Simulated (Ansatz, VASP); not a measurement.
# Cu (S9(221) boundary in fcc Cu) in two plane-wave programs, part 2 of 2

One calculation is typed for both programs; each brings its own data sets. How far apart do they land? Of the first pair: The structure shown is the start of the Ansatz relaxation below; VASP solves that cell, so the two are compared at the walk's first step.

VASP 6.6.1 and Ansatz 0.2.0.

So far. Step 4 (Comparison): The forces differ by 7.6 meV/Å r.m.s., which is 6.2 % of the r.m.s. force of 0.123 eV/Å (both taken over all components).

## Step 6: VASP: single point, PBE, relaxed cell, pair 2

Level of this step: PBE; plane waves and PAW (Cu) (VASP).

The same cell, functional, mesh and smearing now go to VASP, with its own data sets.

File INCAR:

```
SYSTEM = Cu
PREC = Accurate
ENCUT = 520
EDIFF = 1E-06
NELM = 120
ISMEAR = -1
SIGMA = 0.1
LREAL = Auto
ALGO = Normal
GGA = PE
NBANDS = 204
LASPH = .TRUE.
LORBIT = 11
LWAVE = .FALSE.
LCHARG = .FALSE.
ISIF = 2
GGA_COMPAT = .FALSE.
KPAR = 4
```

File POSCAR:

```
Cu
1.0
    2.5561627297      0.0000000000      0.0000000000
    0.0000000000      7.6684881892      0.0000000000
    0.0000000000      0.0000000000     30.2797866656
Cu
32
Direct
    0.0000000000      0.1111111111      0.1651266588
    0.5000000000      0.3888888889      0.1850242010
    0.0000000000      0.6666666667      0.2049217432
    0.5000000000      0.9444444445      0.2248192854
    0.0000000000      0.2222222222      0.2447168276
    0.5000000000      0.5030277208      0.2640615009
    0.0000000000      0.7812597758      0.2850310080
    0.5000000000      0.0563843060      0.3053915713
    0.0000000000      0.3387099294      0.3235611268
    0.5000000000      0.6177487362      0.3446277570
    0.0000000000      0.8865479120      0.3670433628
    0.5000000000      0.1765310319      0.3835133088
    0.0000000000      0.4530622614      0.4022084956
    0.5000000000      0.7199608083      0.4370903458
    0.0000000000      0.0137509565      0.4409462027
    0.0000000000      0.4756523424      0.4805394739
    0.5000000000      0.1905458398      0.4964243831
    0.0000000000      0.8970148946      0.5148920515
    0.5000000000      0.6308664656      0.5389267735
    0.0000000000      0.3495623931      0.5578972070
    0.5000000000      0.0682912136      0.5759043860
    0.0000000000      0.7941560908      0.5976905645
    0.5000000000      0.5151305271      0.6183370246
    0.0000000000      0.2345864130      0.6370485902
    0.5000000000      0.9571990732      0.6574756613
    0.0000000000      0.6811900514      0.6782688308
    0.5000000000      0.4011890828      0.6976382635
    0.0000000000      0.1210057476      0.7168349520
    0.5000000000      0.8392235145      0.7393689875
    0.0000000000      0.5650963168      0.7580565956
    0.5000000000      0.2912087671      0.7769594144
    0.0000000000      0.0174290535      0.7941336200
```

File KPOINTS:

```
Automatic mesh
0
Gamma
9 3 1
0 0 0
```

The projector-augmented-wave data sets are Cu (PBE family, release 64).

The run is started by

```
mpirun -np 4 vasp_std
```

Numbers of over 12 decimals in the logs are rounded to 6 here.

Output:

```text
[... set-up lines as in an earlier step ...]
 entering main loop
       N       E                     dE             d eps       ncg     rms          rms(c)
DAV:   1     0.380224616083E+04    0.38022E+04   -0.14917E+05  4080   0.272E+03
DAV:   2     0.553019561742E+03   -0.32492E+04   -0.31615E+04  4080   0.606E+02
DAV:   3    -0.922921969083E+02   -0.64531E+03   -0.60447E+03  4080   0.283E+02
DAV:   4    -0.140379237219E+03   -0.48087E+02   -0.45236E+02  4344   0.104E+02
[...]
DAV:  31    -0.114974195990E+03   -0.46808E-05   -0.48100E-07  2424   0.758E-03    0.106E-03
DAV:  32    -0.114974203497E+03   -0.75075E-05   -0.77669E-07  2524   0.649E-03    0.574E-04
DAV:  33    -0.114974204079E+03   -0.58149E-06   -0.15456E-07  2520   0.254E-03
   1 F= -.11497420E+03 E0= -.11482892E+03  d E =-.290569E+00
```

From OUTCAR (step 6):

```text
  Total       -1.3714457     -4.4735089      0.3640258      0.0000000     -0.0128113      0.0000000
  in kB       -3.7020147    -12.0755751      0.9826336      0.0000000     -0.0345821      0.0000000
  external PRESSURE =      -4.9316521 kB  Pullay stress =       0.0000000 kB

 POSITION                                       TOTAL-FORCE (eV/Angst)
 -----------------------------------------------------------------------------------
      0.00000      0.85205      5.00000         0.000000      0.090738      0.379950
      1.27808      2.98219      5.60249         0.000000     -0.027099     -0.056949
      0.00000      5.11233      6.20499         0.000000      0.054130     -0.098627
      1.27808      7.24246      6.80748         0.000000     -0.107567     -0.273338
      0.00000      1.70411      7.40997         0.000000     -0.024417     -0.020925
      1.27808      3.85746      7.99573         0.000000      0.001965     -0.003561
      0.00000      5.99108      8.63068         0.000000     -0.002809     -0.001044
      1.27808      0.43238      9.24719         0.000000      0.000255     -0.000150
      0.00000      2.59739      9.79736         0.000000     -0.001623      0.000193
      1.27808      4.73720     10.43525         0.000000      0.003167      0.005743
      0.00000      6.79848     11.11399         0.000000     -0.004484      0.008082
      1.27808      1.35373     11.61270         0.000000      0.004216      0.004564
      0.00000      3.47430     12.17879         0.000000      0.000584      0.004161
      1.27808      5.52101     13.23500         0.000000      0.006428      0.003161
[...]
-----------------------------------------------------------------------------------
    total drift:                               -0.000000     -0.001878     -0.004105

  FREE ENERGIE OF THE ION-ELECTRON SYSTEM (eV)
  ---------------------------------------------------
  free  energy   TOTEN  =      -114.9742040787 eV

  energy  without entropy=     -114.6836345905  energy(sigma->0) =     -114.82891933

[... 2 parts as in an earlier step ...]

[... 1 further part left out ...]
[key lines of the parts left out:]
E-fermi :   3.2222
```

## Step 7: Differences

What differs besides the data sets and the points named for the pairs above, as far as they apply: the data sets hold 608 valence electrons in Ansatz (on its PAW soft_1 files) and 352 in VASP. Total energies have different zeros and are not compared.

Forces on 8 of the 32 atoms, those with the largest forces and the largest differences (eV/Å; atoms numbered as in POSCAR):

| atom | Ansatz x, y, z | VASP x, y, z |
| --- | --- | --- |
| Cu1 | 0.000, 0.104, 0.413 | 0.000, 0.091, 0.380 |
| Cu2 | 0.000, -0.030, -0.035 | 0.000, -0.027, -0.057 |
| Cu3 | 0.000, 0.046, -0.077 | 0.000, 0.054, -0.099 |
| Cu4 | 0.000, -0.110, -0.272 | 0.000, -0.108, -0.273 |
| Cu5 | 0.000, -0.024, -0.018 | 0.000, -0.024, -0.021 |
| Cu30 | 0.000, -0.001, 0.002 | 0.000, 0.006, 0.024 |
| Cu31 | 0.000, -0.002, 0.003 | 0.000, 0.003, 0.024 |
| Cu32 | 0.000, 0.007, -0.020 | 0.000, -0.007, 0.017 |

The forces differ by 7.3 meV/Å r.m.s., which is 14.1 % of the r.m.s. force of 0.052 eV/Å (both taken over all components).

## Step 8: Results

```json
{"r.m.s. force difference (single point, PBE, start cell, pair 1)": "7.6 meV/Å", "r.m.s. force difference (single point, PBE, relaxed cell, pair 2)": "7.3 meV/Å"}
```

The r.m.s. force difference is 7.6 meV/Å (single point, PBE, start cell, pair 1), within the 12 meV/Å picked in this series as the mark of a large difference. The data sets hold unlike numbers of valence electrons (608 in Ansatz and 352 in VASP), so part of the differences comes from the potentials. Such differences can come from data sets, numerical settings and the points named under the comparisons, not from the functional's error against experiment.

[Lines on the potential files, build, host, timing and source positions are cut from VASP's logs without a mark.]

[Logs are printed without paths, hosts, clocks, repeated set-up lines and the standing remarks that a program may print on its own settings, such as how far it seeks lower states.]

[Hosts, paths, dates, database ids (printed as entryN), source tags and the programs' standing remarks are cut or masked in the printed files.]
